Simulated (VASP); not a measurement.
These are rev-vdW-DF2, VASP's PBE PAW potentials (set 64) (plane waves; VASP) values and carry that method's errors.

The input files of a VASP run:

### INCAR
```
SYSTEM = Si
PREC = Accurate
ENCUT = 520
EDIFF = 1E-7
NELM = 100
ALGO = Normal
LREAL = .FALSE.
LASPH = .TRUE.
ISMEAR = 0
SIGMA = 0.05
GGA = MK
PARAM1 = 0.1234568
PARAM2 = 0.7114
ZAB_VDW = -1.8867
LUSE_VDW = .TRUE.
AGGAC = 0.0
LWAVE = .FALSE.
LCHARG = .FALSE.
ISIF = 2
```

File KPOINTS:
```
Automatic mesh
0
gamma
8 8 8
```

### POSCAR
```
Si
1
    0.0000000000     2.7002366066     2.7002366066
    2.7002366066     0.0000000000     2.7002366066
    2.7002366066     2.7002366066     0.0000000000
Si
2
Direct
  0.0000000000   0.0000000000   0.0000000000
  0.2500000000   0.2500000000   0.2500000000
```

POTCAR, in this order: Si (PBE.64 set). Program: vasp_std.

Output

File OSZICAR:
```
       N       E                     dE             d eps       ncg     rms          rms(c)
DAV:   1     0.102834432741E+02    0.10283E+02   -0.33477E+03   472   0.775E+02
DAV:   2    -0.872498708488E+01   -0.19008E+02   -0.18518E+02   736   0.836E+01
DAV:   3    -0.898125408850E+01   -0.25627E+00   -0.25627E+00   608   0.124E+01
DAV:   4    -0.898237877260E+01   -0.11247E-02   -0.11247E-02   728   0.930E-01
DAV:   5    -0.898237991193E+01   -0.11393E-05   -0.11390E-05   584   0.239E-02    0.453E+00
DAV:   6    -0.886606753158E+01    0.11631E+00   -0.98878E-02   544   0.166E+00    0.282E+00
DAV:   7    -0.881246947476E+01    0.53598E-01   -0.20337E-01   608   0.241E+00    0.267E-01
DAV:   8    -0.881284249887E+01   -0.37302E-03   -0.54042E-03   536   0.520E-01    0.694E-02
DAV:   9    -0.881282244819E+01    0.20051E-04   -0.25851E-04   664   0.108E-01    0.571E-02
DAV:  10    -0.881283880763E+01   -0.16359E-04   -0.33906E-05   496   0.492E-02    0.412E-02
DAV:  11    -0.881283884303E+01   -0.35403E-07   -0.82451E-07   672   0.872E-03
   1 F= -.88128388E+01 E0= -.88128388E+01  d E =-.344382E-15
```

### OUTCAR
```
------------------------ aborting loop because EDIFF is reached ----------------------------------------
  FORCE on cell =-STRESS in cart. coord.  units (eV):
  Direction    XX          YY          ZZ          XY          YZ          ZX
  --------------------------------------------------------------------------------------
  Total        0.7265709      0.7265709      0.7265709      0.0000000     -0.0000000      0.0000000
  in kB       29.5633158     29.5633158     29.5633158      0.0000000     -0.0000000      0.0000000
  external PRESSURE =      29.5633158 kB  Pullay stress =       0.0000000 kB
  volume of cell :       39.38
      direct lattice vectors                 reciprocal lattice vectors
     0.000000000  2.700236607  2.700236607    -0.185168958  0.185168958  0.185168958
     2.700236607  0.000000000  2.700236607     0.185168958 -0.185168958  0.185168958
     2.700236607  2.700236607  0.000000000     0.185168958  0.185168958 -0.185168958
 POSITION                                       TOTAL-FORCE (eV/Angst)
 -----------------------------------------------------------------------------------
      0.00000      0.00000      0.00000         0.000000      0.000000      0.000000
      1.35012      1.35012      1.35012        -0.000000     -0.000000     -0.000000
 -----------------------------------------------------------------------------------
    total drift:                                0.000000      0.000000     -0.000000
  FREE ENERGIE OF THE ION-ELECTRON SYSTEM (eV)
  ---------------------------------------------------
  free  energy   TOTEN  =        -8.8128388430 eV

  energy  without entropy=       -8.8128388430  energy(sigma->0) =       -8.81283884
```
(Selected blocks of OUTCAR.)

The compound is Si in the diamond structure. This cell is one point of a volume scan, at 0.97 of the reference volume.
